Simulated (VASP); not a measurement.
Set up this calculation in VASP 6.6.1, as the native input.

| Quantity | Value |
| --- | --- |
| Task | single point |
| Functional | HSE(alpha, omega) |
| Potentials or basis | VASP PAW PBE potentials, release 64 (Ga_d, B) |
| Cutoff | 520 eV |
| k mesh | 5 × 5 × 4 |
| Occupations | fermi-dirac, width 0.05 eV |
| Spin | no spin polarisation |
| Share of exact exchange | 0.05 |
| Grid for exact exchange (PRECFOCK) | Fast |
| Further INCAR settings | ALGO = Normal; EDIFF = 1e-06; NBANDS = 15 |

The system is GaB.

```
Ga B
1.0
     2.71824    0.00000    0.00000
     0.00000    2.71824    0.00000
     0.00000    0.00000    3.23621
Ga B
1 1
Direct
  0.50000 0.50000 0.50000
  0.00000 0.00000 0.00000
```

The cell was built by a generator and needn't be a form met in nature.

These files were run (other wordings do the same):

POSCAR

```
GaB
1.0
    2.7182400000      0.0000000000      0.0000000000
    0.0000000000      2.7182400000      0.0000000000
    0.0000000000      0.0000000000      3.2362100000
Ga B
1 1
Direct
    0.5000000000      0.5000000000      0.5000000000
    0.0000000000      0.0000000000      0.0000000000
```

INCAR.step1

```
ALGO     = Normal         # electronic algorithm
EDIFF    = 1E-5           # SCF threshold, eV
ENCUT    = 520            # plane-wave cutoff, eV
GGA      = PE             # functional
ISIF     = 2              # what is computed and relaxed
ISMEAR   = -1             # smearing method
LASPH    = T              # aspherical terms in the spheres
LCHARG   = F              # write CHGCAR
LREAL    = F              # projectors in reciprocal space
LWAVE    = T              # write WAVECAR
NBANDS   = 15             # bands
NELM     = 80             # most SCF steps
PREC     = Accurate       # precision mode
SIGMA    = 0.05           # smearing width, eV
```

INCAR.step2

```
AEXX     = 0.05           # exact-exchange fraction
ALGO     = Normal         # electronic algorithm
EDIFF    = 1E-6           # SCF threshold, eV
ENCUT    = 520            # plane-wave cutoff, eV
GGA      = PE             # functional
HFSCREEN = 0.2            # screening, 1/A
ISIF     = 2              # what is computed and relaxed
ISMEAR   = -1             # smearing method
ISTART   = 1            
LASPH    = T              # aspherical terms in the spheres
LCHARG   = F              # write CHGCAR
LHFCALC  = T              # exact exchange
LREAL    = F              # projectors in reciprocal space
LWAVE    = F              # write WAVECAR
NBANDS   = 15             # bands
NELM     = 80             # most SCF steps
PREC     = Accurate       # precision mode
PRECFOCK = Fast         
SIGMA    = 0.05           # smearing width, eV
```

KPOINTS

```
k-points
0
Gamma
  5 5 4
```

Potentials or basis: VASP PAW PBE potentials, release 64 (Ga_d, B).

The run is started by

```sh
$ cat potpaw_PBE.64/Ga_d/POTCAR potpaw_PBE.64/B/POTCAR > POTCAR
$ cp INCAR.step1 INCAR
$ mpirun -np 1 vasp_std > vasp.out
$ cp INCAR.step2 INCAR
$ mpirun -np 1 vasp_std > vasp.out
```

Results of the run:

* Pressure: -2.1 GPa
* Band gap on the k mesh: none (metal or under the smearing width)

Caveat: the k mesh is coarse (spacing up to 0.49 Å⁻¹), so the values aren't converged, least of all with exact exchange; the PAW data sets were made with another functional, which shifts forces and pressure a little.

Run time: 2.4 min on 1 thread of AMD EPYC 9R45 (Zen 5), with other jobs on the host, peak memory 0.2 GiB.
